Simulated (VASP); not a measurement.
Level of theory: RPBE GGA, VASP's PBE PAW potentials (set 64) (plane waves; VASP 6.6.1).

VASP input:

### INCAR
```
# general
SYSTEM  = InP
PREC    = Accurate
ENCUT   = 400   # plane-wave cut-off (eV)
LREAL   = .FALSE.   # projection in real space or not
LASPH   = .TRUE.   # aspherical one-centre terms

# electronic loop
EDIFF   = 1E-6   # SCF stop (eV)
NELM    = 100
ALGO    = Normal
LMAXMIX = 4

# smearing
ISMEAR  = 0   # Gaussian
SIGMA   = 0.05

# functional
GGA     = RP   # RPBE

# ions
ISIF    = 2   # forces and stress, cell fixed

# output
LWAVE   = .FALSE.
LCHARG  = .FALSE.
```

File KPOINTS:
```
Regular mesh
0
gamma
 7 7 7
0 0 0
```

POSCAR:
```
InP
1.0
  0.0000000000   2.9350000000   2.9350000000
  2.9350000000   0.0000000000   2.9350000000
  2.9350000000   2.9350000000   0.0000000000
In P
1 1
Direct
  0.0000000000   0.0000000000   0.0000000000
  0.2500000000   0.2500000000   0.2500000000
```

POTCAR, in this order: In_d P (PBE.64 set). Program: vasp_std.

The resulting files:

OSZICAR:
```
       N       E                     dE             d eps       ncg     rms          rms(c)
DAV:   1     0.103945411311E+03    0.10395E+03   -0.75765E+03   525   0.129E+03
DAV:   2    -0.887807746558E+00   -0.10483E+03   -0.10120E+03   560   0.304E+02
DAV:   3    -0.788809182756E+01   -0.70003E+01   -0.69599E+01   670   0.843E+01
DAV:   4    -0.807967254051E+01   -0.19158E+00   -0.19146E+00   635   0.152E+01
DAV:   5    -0.808943824764E+01   -0.97657E-02   -0.97654E-02   750   0.294E+00    0.601E+00
DAV:   6    -0.771169707565E+01    0.37774E+00   -0.71285E-01   755   0.151E+01    0.382E+00
DAV:   7    -0.769041901137E+01    0.21278E-01   -0.22166E-01   731   0.401E+00    0.141E+00
DAV:   8    -0.769485082466E+01   -0.44318E-02   -0.20818E-02   605   0.213E+00    0.372E-01
DAV:   9    -0.769654956683E+01   -0.16987E-02   -0.32416E-03   635   0.768E-01    0.208E-01
DAV:  10    -0.769669890375E+01   -0.14934E-03   -0.29125E-04   754   0.172E-01    0.143E-01
DAV:  11    -0.769683958430E+01   -0.14068E-03   -0.91856E-05   580   0.621E-02    0.578E-02
DAV:  12    -0.769691664618E+01   -0.77062E-04   -0.18375E-04   550   0.155E-01    0.292E-02
DAV:  13    -0.769691849614E+01   -0.18500E-05   -0.62284E-06   665   0.228E-02    0.222E-02
DAV:  14    -0.769691953605E+01   -0.10399E-05   -0.23249E-06   560   0.128E-02    0.863E-03
DAV:  15    -0.769691977399E+01   -0.23795E-06   -0.13245E-07   385   0.328E-03
   1 F= -.76969198E+01 E0= -.76969198E+01  d E =-.217161E-14
```

File OUTCAR:
```
------------------------ aborting loop because EDIFF is reached ----------------------------------------
  FORCE on cell =-STRESS in cart. coord.  units (eV):
  Direction    XX          YY          ZZ          XY          YZ          ZX
  --------------------------------------------------------------------------------------
  Total        1.4897496      1.4897496      1.4897496     -0.0000000     -0.0000000     -0.0000000
  in kB       47.2029939     47.2029939     47.2029939     -0.0000000     -0.0000000     -0.0000000
  external PRESSURE =      47.2029939 kB  Pullay stress =       0.0000000 kB
  volume of cell :       50.57
      direct lattice vectors                 reciprocal lattice vectors
     0.000000000  2.935000000  2.935000000    -0.170357751  0.170357751  0.170357751
     2.935000000  0.000000000  2.935000000     0.170357751 -0.170357751  0.170357751
     2.935000000  2.935000000  0.000000000     0.170357751  0.170357751 -0.170357751
  FREE ENERGIE OF THE ION-ELECTRON SYSTEM (eV)
  ---------------------------------------------------
  free  energy   TOTEN  =        -7.6969197740 eV

  energy  without entropy=       -7.6969197740  energy(sigma->0) =       -7.69691977
```
(Selected blocks of OUTCAR.)

The compound is InP in the zinc blende structure. The cell was not relaxed at this level. The run is one of a series of settings (GGA = RP against the base run), some of them coarse on purpose.
